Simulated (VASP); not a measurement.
# La: accuracy against cost in the precision settings and smearing

How sensitive are energy and pressure of La to the precision settings and smearing? The series runs use PBEsol. The precision settings tried: PREC = Low; PREC = Medium; PREC = Normal; PREC = Single; PREC = Accurate; LREAL = Auto; ADDGRID = .TRUE.; LASPH = .TRUE.. The smearing tried: ISMEAR = 0, SIGMA = 0.01; ISMEAR = 0, SIGMA = 0.05; ISMEAR = 0, SIGMA = 0.1; ISMEAR = 0, SIGMA = 0.2; ISMEAR = 0, SIGMA = 0.5; ISMEAR = 1, SIGMA = 0.01; ISMEAR = 1, SIGMA = 0.05; ISMEAR = 1, SIGMA = 0.1; ISMEAR = 1, SIGMA = 0.2; ISMEAR = 1, SIGMA = 0.5; ISMEAR = -5. This is not the structure that La takes at ambient conditions. The start is a computed cell from the Materials Project.

Method: PBEsol; plane waves and PAW (La), in VASP 6.6.1.

The starting crystal is not the ambient structure of La (hexagonal, No. 194); it is a model or a phase of other conditions.

## Step 1: The starting structure

Symmetry: Im-3m, No. 229, cubic system. Conventional cell: a = 4.248 Å, b = 4.248 Å, c = 4.248 Å, α = 90.00°, β = 90.00°, γ = 90.00°. Nearest to La lie 8 La at 3.68 Å.

## Step 2: Precision settings: PREC = Low

PREC sets the FFT grids, and LREAL, ADDGRID and LASPH trade speed for accuracy. PBEsol restores the gradient expansion of exchange and is tuned for the cells of solids.

File INCAR:

```
SYSTEM = La
PREC = Low
ENCUT = 400
EDIFF = 1E-06
NELM = 100
ISMEAR = -1
SIGMA = 0.05
LREAL = .FALSE.
ALGO = Normal
GGA = PS
NBANDS = 11
LORBIT = 11
LWAVE = .FALSE.
LCHARG = .FALSE.
KPAR = 2
ISIF = 2
```

File POSCAR:

```
La
1.0
   -2.1238310710      2.1238310710      2.1238310710
    2.1238310710     -2.1238310710      2.1238310710
    2.1238310710      2.1238310710     -2.1238310710
La
1
Direct
    0.0000000000      0.0000000000      0.0000000000
```

File KPOINTS:

```
Automatic mesh
0
Gamma
9 9 9
0 0 0
```

The projector-augmented-wave data sets are La (PBE family, release 64).

Started as:

```bash
mpirun -np 2 vasp_std
```

The log of the run:

```text
[banner, memory and clock lines left out]
running    2 mpi-ranks, on    1 nodes
 distrk:  each k-point on    1 cores,    2 groups
 distr:  one band on    1 cores,    1 groups

 POSCAR found type information on POSCAR La
 POSCAR found :  1 types and       1 ions
|                                                                             |
|               ----> ADVICE to this user running VASP <----                  |
|                                                                             |
|     You enforced a specific xc type in the INCAR file but a different       |
|     [... a line on the potential file left out ...]
|     I HOPE YOU KNOW WHAT YOU ARE DOING!                                     |
|                                                                             |

 LDA part: xc-table for (Slater+PW92), standard interpolation
 POSCAR, INCAR and KPOINTS ok, starting setup
 FFT: planning ... GRIDC
 FFT: planning ... GRID_SOFT
 FFT: planning ... GRID
 WAVECAR not read
 entering main loop
       N       E                     dE             d eps       ncg     rms          rms(c)
DAV:   1     0.899002435872E+02    0.89900E+02   -0.31670E+03   770   0.978E+02
DAV:   2     0.196112464118E+00   -0.89704E+02   -0.87976E+02  1034   0.182E+02
DAV:   3    -0.499744908873E+01   -0.51936E+01   -0.49494E+01  1162   0.714E+01
DAV:   4    -0.520013469587E+01   -0.20269E+00   -0.20114E+00  1366   0.981E+00
DAV:   5    -0.521756251471E+01   -0.17428E-01   -0.17391E-01  1404   0.246E+00    0.187E+00
DAV:   6    -0.520307447195E+01    0.14488E-01   -0.73727E-03  1396   0.592E-01    0.110E+00
DAV:   7    -0.519368000816E+01    0.93945E-02   -0.77689E-03  1385   0.625E-01    0.489E-02
DAV:   8    -0.519368086865E+01   -0.86049E-06   -0.25417E-04  1417   0.123E-01    0.156E-02
DAV:   9    -0.519369431334E+01   -0.13445E-04   -0.26461E-05  1436   0.453E-02    0.802E-03
DAV:  10    -0.519369556937E+01   -0.12560E-05   -0.38524E-06  1145   0.168E-02    0.197E-03
DAV:  11    -0.519369597138E+01   -0.40201E-06   -0.25541E-07   820   0.544E-03
   1 F= -.51936960E+01 E0= -.51801244E+01  d E =-.271432E-01
```

Run time: 1.8 s. Hardware: 2 MPI ranks of Intel Xeon 6975P-C (Granite Rapids), shared host; peak memory 0.21 GiB; 2.5 s of CPU time.

Lines that name or quote the potential files are left out of all logs, and their timing lines are given in words.

Parts of OUTCAR (step 2):

```text
ion  position               nearest neighbor table
   1  0.000  0.000  0.000-

  LATTYP: Found a body centered cubic cell.
 ALAT       =     4.2476621420

 Subroutine GETGRP returns: Found 48 space group operations
 (whereof 48 operations were pure point group operations)

The static configuration has the point symmetry O_h .

 Found     35 irreducible k-points:

   k-points           NKPTS =     35   k-points in BZ     NKDIM =     35   number of bands    NBANDS=     11

   dimension x,y,z NGX =    18 NGY =   18 NGZ =   18
   dimension x,y,z NGXF=    24 NGYF=   24 NGZF=   24

   ENCUT  =  400.0 eV  29.40 Ry    5.42 a.u.   6.00  6.00  6.00*2*pi/ulx,y,z

   NELECT =      11.0000    total number of electrons

 k-points in reciprocal lattice and weights: Automatic mesh
   0.00000000  0.00000000  0.00000000       0.001
   0.11111111  0.00000000  0.00000000       0.016
   0.22222222  0.00000000  0.00000000       0.016
   0.33333333  0.00000000  0.00000000       0.016
   0.44444444  0.00000000  0.00000000       0.016
   0.11111111  0.11111111  0.00000000       0.033
   0.22222222  0.11111111  0.00000000       0.066
   0.33333333  0.11111111  0.00000000       0.066
   0.44444444  0.11111111 -0.00000000       0.033
[...]
-0.44444444 -0.44444444  0.33333333       0.011
  -0.44444444  0.44444444  0.44444444       0.008

 average (electrostatic) potential at core
       1 -96.7985

 E-fermi :   7.4348

 k-point     1 :       0.0000    0.0000    0.0000
  band No.  band energies     occupation
      1     -25.4738      2.00000
      2      -8.4556      2.00000
      3      -8.4556      2.00000
      4      -8.4556      2.00000
      5       4.1723      2.00000
      6       8.8764      0.00000
      7       8.8764      0.00000
      8       8.8764      0.00000
      9       8.9359      0.00000
     10       8.9359      0.00000
    ...

 k-point     2 :       0.1111    0.0000    0.0000
  band No.  band energies     occupation
      1     -25.4526      2.00000
      2      -8.6229      2.00000
      3      -8.5049      2.00000
      4      -8.4575      2.00000
      5       4.5390      2.00000
      6       8.4423      0.00000
      7       8.4460      0.00000
      8       8.9232      0.00000
      9       9.0019      0.00000
     10       9.2098      0.00000
    ...

 k-point     3 :       0.2222    0.0000    0.0000
  band No.  band energies     occupation
      1     -25.3984      2.00000
      2      -9.0214      2.00000
      3      -8.6265      2.00000
      4      -8.4625      2.00000
      5       5.3605      2.00000
      6       7.9338      0.00009
      7       8.0333      0.00001
      8       8.9069      0.00000
      9       9.1536      0.00000
     10       9.3108      0.00000
    ...

  Total       -0.6053244     -0.6053244     -0.6053244     -0.0000000     -0.0000000      0.0000000
  in kB      -25.3092274    -25.3092274    -25.3092274     -0.0000000     -0.0000000      0.0000000
  external PRESSURE =     -25.3092274 kB  Pullay stress =       0.0000000 kB

  energy-cutoff  :      400.00
  volume of cell :       38.32
      direct lattice vectors                 reciprocal lattice vectors
    -2.123831071  2.123831071  2.123831071     0.000000000  0.235423620  0.235423620
     2.123831071 -2.123831071  2.123831071     0.235423620  0.000000000  0.235423620
     2.123831071  2.123831071 -2.123831071     0.235423620  0.235423620  0.000000000

 POSITION                                       TOTAL-FORCE (eV/Angst)
 -----------------------------------------------------------------------------------
      0.00000      0.00000      0.00000         0.000000      0.000000      0.000000
 -----------------------------------------------------------------------------------
    total drift:                               -0.000000      0.000000     -0.000000

  FREE ENERGIE OF THE ION-ELECTRON SYSTEM (eV)
  ---------------------------------------------------
  free  energy   TOTEN  =        -5.1936959714 eV

  energy  without entropy=       -5.1665527379  energy(sigma->0) =       -5.18012435

 total charge
# of ion       s       p       d       f       tot
--------------------------------------------------
    1        2.093   5.542   0.865   0.076   8.576

[... 3 further parts left out ...]
```

This run has no spin polarisation. Its electron count is odd, so without a moment it is a metal by construction. The k-mesh is coarse for a metal. The PAW data sets were made with PBE, which is usual practice but a small mismatch for other functionals.

This step gave:

| Property | Result |
| --- | --- |
| SCF cycles | 11 |
| electrons | 11 |
| bands | 11 |
| irreducible k-points | 35 |
| symmetry operations | 48 |
| free energy (TOTEN) | -5.194 eV |
| energy at zero smearing | -5.180 eV |
| Fermi energy | 7.435 eV |
| pressure | -2.531 GPa |
| metallic, judged on the points sampled | yes |

The series starts at -5.1801 eV an atom and -2.53 GPa, after 11 cycles in 1.8 s.

## Step 3: Precision settings: PREC = Medium

Edit INCAR of step 2 so:

```diff
@@ -1,3 +1,3 @@
 SYSTEM = La
-PREC = Low
+PREC = Medium
 ENCUT = 400
```

POSCAR is that of step 2.

KPOINTS is that of step 2.

Started as:

```bash
mpirun -np 2 vasp_std
```

The log of the run:

```text
[banner, memory and clock lines left out]
running    2 mpi-ranks, on    1 nodes
[...]
[... a notice as in an earlier step ...]

 LDA part: xc-table for (Slater+PW92), standard interpolation
 POSCAR, INCAR and KPOINTS ok, starting setup
[...]
entering main loop
       N       E                     dE             d eps       ncg     rms          rms(c)
DAV:   1     0.898999030326E+02    0.89900E+02   -0.31670E+03   770   0.978E+02
DAV:   2     0.196015314878E+00   -0.89704E+02   -0.87976E+02  1034   0.182E+02
DAV:   3    -0.499759403160E+01   -0.51936E+01   -0.49494E+01  1162   0.714E+01
DAV:   4    -0.520031173071E+01   -0.20272E+00   -0.20117E+00  1366   0.981E+00
[...]
DAV:   9    -0.519386910140E+01   -0.13615E-04   -0.26793E-05  1428   0.456E-02    0.806E-03
DAV:  10    -0.519387044095E+01   -0.13396E-05   -0.39568E-06  1161   0.169E-02    0.204E-03
DAV:  11    -0.519387084325E+01   -0.40230E-06   -0.26231E-07   820   0.531E-03
   1 F= -.51938708E+01 E0= -.51802992E+01  d E =-.271434E-01
```

The job ended after 2 s (2 MPI ranks; peak memory 0.21 GiB; 2.7 s of CPU time).

Parts of OUTCAR (step 3):

```text
  Total       -0.6108696     -0.6108696     -0.6108696      0.0000000     -0.0000000      0.0000000
  in kB      -25.5410746    -25.5410746    -25.5410746      0.0000000     -0.0000000      0.0000000
  external PRESSURE =     -25.5410746 kB  Pullay stress =       0.0000000 kB

 POSITION                                       TOTAL-FORCE (eV/Angst)
 -----------------------------------------------------------------------------------
      0.00000      0.00000      0.00000        -0.000000      0.000000      0.000000
 -----------------------------------------------------------------------------------
    total drift:                               -0.000000     -0.000000     -0.000000

  FREE ENERGIE OF THE ION-ELECTRON SYSTEM (eV)
  ---------------------------------------------------
  free  energy   TOTEN  =        -5.1938708432 eV

  energy  without entropy=       -5.1667274651  energy(sigma->0) =       -5.18029915

[... 2 parts as in an earlier step ...]

[... 1 further part left out ...]
[key lines of the parts left out:]
E-fermi :   7.4348
```

Against the first of the series the energy moves by -0.17 meV an atom and the pressure by -0.02 GPa, after 11 cycles in 2 s.

## Step 4: Precision settings: PREC = Normal

Edit INCAR of step 3 so:

```diff
@@ -1,3 +1,3 @@
 SYSTEM = La
-PREC = Medium
+PREC = Normal
 ENCUT = 400
```

POSCAR is that of step 3.

KPOINTS is that of step 3.

Started as:

```bash
mpirun -np 2 vasp_std
```

The log of the run:

```text
[... set-up lines as in an earlier step ...]
 entering main loop
       N       E                     dE             d eps       ncg     rms          rms(c)
DAV:   1     0.898995159906E+02    0.89900E+02   -0.31669E+03   770   0.978E+02
DAV:   2     0.196068753670E+00   -0.89703E+02   -0.87976E+02  1034   0.182E+02
DAV:   3    -0.499751965407E+01   -0.51936E+01   -0.49494E+01  1162   0.714E+01
DAV:   4    -0.520023787504E+01   -0.20272E+00   -0.20117E+00  1366   0.981E+00
[...]
DAV:   9    -0.519378162022E+01   -0.13459E-04   -0.26803E-05  1444   0.454E-02    0.799E-03
DAV:  10    -0.519378290409E+01   -0.12839E-05   -0.38043E-06  1129   0.167E-02    0.197E-03
DAV:  11    -0.519378329616E+01   -0.39206E-06   -0.25754E-07   820   0.549E-03
   1 F= -.51937833E+01 E0= -.51802118E+01  d E =-.271430E-01
```

The job ended after 2 s (2 MPI ranks; peak memory 0.22 GiB).

Parts of OUTCAR (step 4):

```text
  Total       -0.6097425     -0.6097425     -0.6097425      0.0000000     -0.0000000      0.0000000
  in kB      -25.4939499    -25.4939499    -25.4939499      0.0000000     -0.0000000      0.0000000
  external PRESSURE =     -25.4939499 kB  Pullay stress =       0.0000000 kB

 POSITION                                       TOTAL-FORCE (eV/Angst)
 -----------------------------------------------------------------------------------
      0.00000      0.00000      0.00000        -0.000000      0.000000     -0.000000
 -----------------------------------------------------------------------------------
    total drift:                                0.000000      0.000000      0.000000

  FREE ENERGIE OF THE ION-ELECTRON SYSTEM (eV)
  ---------------------------------------------------
  free  energy   TOTEN  =        -5.1937832962 eV

  energy  without entropy=       -5.1666402916  energy(sigma->0) =       -5.18021179

[... 2 parts as in an earlier step ...]

[... 1 further part left out ...]
[key lines of the parts left out:]
E-fermi :   7.4348
```

Against the first of the series the energy moves by -0.09 meV an atom and the pressure by -0.02 GPa, after 11 cycles in 2 s.

## Step 5: Precision settings: PREC = Single

Edit INCAR of step 4 so:

```diff
@@ -1,3 +1,3 @@
 SYSTEM = La
-PREC = Normal
+PREC = Single
 ENCUT = 400
```

POSCAR is that of step 4.

KPOINTS is that of step 4.

Started as:

```bash
mpirun -np 2 vasp_std
```

The log of the run:

```text
[... set-up lines as in an earlier step ...]
 entering main loop
       N       E                     dE             d eps       ncg     rms          rms(c)
DAV:   1     0.898999923879E+02    0.89900E+02   -0.31670E+03   770   0.978E+02
DAV:   2     0.196070519466E+00   -0.89704E+02   -0.87976E+02  1034   0.182E+02
DAV:   3    -0.499745615393E+01   -0.51935E+01   -0.49494E+01  1162   0.714E+01
DAV:   4    -0.520013756347E+01   -0.20268E+00   -0.20113E+00  1366   0.981E+00
[...]
DAV:   9    -0.519369517454E+01   -0.13449E-04   -0.26470E-05  1436   0.453E-02    0.803E-03
DAV:  10    -0.519369643075E+01   -0.12562E-05   -0.38563E-06  1145   0.168E-02    0.197E-03
DAV:  11    -0.519369683302E+01   -0.40227E-06   -0.25580E-07   820   0.544E-03
   1 F= -.51936968E+01 E0= -.51801252E+01  d E =-.271433E-01
```

It took 2 s on 2 MPI ranks; peak memory 0.22 GiB.

From OUTCAR (step 5):

```text
  Total       -0.6053311     -0.6053311     -0.6053311      0.0000000     -0.0000000      0.0000000
  in kB      -25.3095055    -25.3095055    -25.3095055      0.0000000     -0.0000000      0.0000000
  external PRESSURE =     -25.3095055 kB  Pullay stress =       0.0000000 kB

 POSITION                                       TOTAL-FORCE (eV/Angst)
 -----------------------------------------------------------------------------------
      0.00000      0.00000      0.00000         0.000000     -0.000000      0.000000
 -----------------------------------------------------------------------------------
    total drift:                               -0.000000      0.000000     -0.000000

  FREE ENERGIE OF THE ION-ELECTRON SYSTEM (eV)
  ---------------------------------------------------
  free  energy   TOTEN  =        -5.1936968330 eV

  energy  without entropy=       -5.1665535754  energy(sigma->0) =       -5.18012520

[... 2 parts as in an earlier step ...]

[... 1 further part left out ...]
[key lines of the parts left out:]
E-fermi :   7.4348
```

Against the first of the series the energy stays within 0.01 meV an atom and the pressure within 0.01 GPa, after 11 cycles in 2 s.

## Step 6: Precision settings: PREC = Accurate

Edit INCAR of step 5 so:

```diff
@@ -1,3 +1,3 @@
 SYSTEM = La
-PREC = Single
+PREC = Accurate
 ENCUT = 400
```

POSCAR is that of step 5.

KPOINTS is that of step 5.

Started as:

```bash
mpirun -np 2 vasp_std
```

The log of the run:

```text
[... set-up lines as in an earlier step ...]
 entering main loop
       N       E                     dE             d eps       ncg     rms          rms(c)
DAV:   1     0.898991654445E+02    0.89899E+02   -0.31670E+03   770   0.978E+02
DAV:   2     0.196069789908E+00   -0.89703E+02   -0.87975E+02  1034   0.182E+02
DAV:   3    -0.499748009117E+01   -0.51935E+01   -0.49494E+01  1162   0.714E+01
DAV:   4    -0.520019303901E+01   -0.20271E+00   -0.20116E+00  1366   0.981E+00
[...]
DAV:   9    -0.519372862325E+01   -0.13310E-04   -0.26453E-05  1452   0.451E-02    0.793E-03
DAV:  10    -0.519372987055E+01   -0.12473E-05   -0.36909E-06  1121   0.166E-02    0.191E-03
DAV:  11    -0.519373025383E+01   -0.38328E-06   -0.24939E-07   820   0.556E-03
   1 F= -.51937303E+01 E0= -.51801588E+01  d E =-.271429E-01
```

The job ended after 2.4 s (2 MPI ranks; peak memory 0.26 GiB).

From OUTCAR (step 6):

```text
  Total       -0.6096104     -0.6096104     -0.6096104      0.0000000      0.0000000     -0.0000000
  in kB      -25.4884276    -25.4884276    -25.4884276      0.0000000      0.0000000     -0.0000000
  external PRESSURE =     -25.4884276 kB  Pullay stress =       0.0000000 kB

 POSITION                                       TOTAL-FORCE (eV/Angst)
 -----------------------------------------------------------------------------------
      0.00000      0.00000      0.00000         0.000000      0.000000     -0.000000
 -----------------------------------------------------------------------------------
    total drift:                                0.000000      0.000000     -0.000000

  FREE ENERGIE OF THE ION-ELECTRON SYSTEM (eV)
  ---------------------------------------------------
  free  energy   TOTEN  =        -5.1937302538 eV

  energy  without entropy=       -5.1665873902  energy(sigma->0) =       -5.18015882

[... 2 parts as in an earlier step ...]

[... 1 further part left out ...]
[key lines of the parts left out:]
E-fermi :   7.4348
```

Against the first of the series the energy moves by -0.03 meV an atom and the pressure by -0.02 GPa, after 11 cycles in 2.4 s.

(Part 1 of 3 ends here.)

[Lines on the potential files, build, host, timing and source positions are cut from VASP's logs without a mark.]

[Logs are printed without paths, hosts, clocks, repeated set-up lines and the standing remarks that a program may print on its own settings, such as how far it seeks lower states.]

[Hosts, paths, dates, database ids (printed as entryN), source tags and the programs' standing remarks are cut or masked in the printed files.]

[A measured line is paired with the nearest computed mode of its activity, which favours agreement.]

[In band tables of VASP the shares of atoms and orbitals are scaled to a sum of 1 inside the atoms' spheres.]
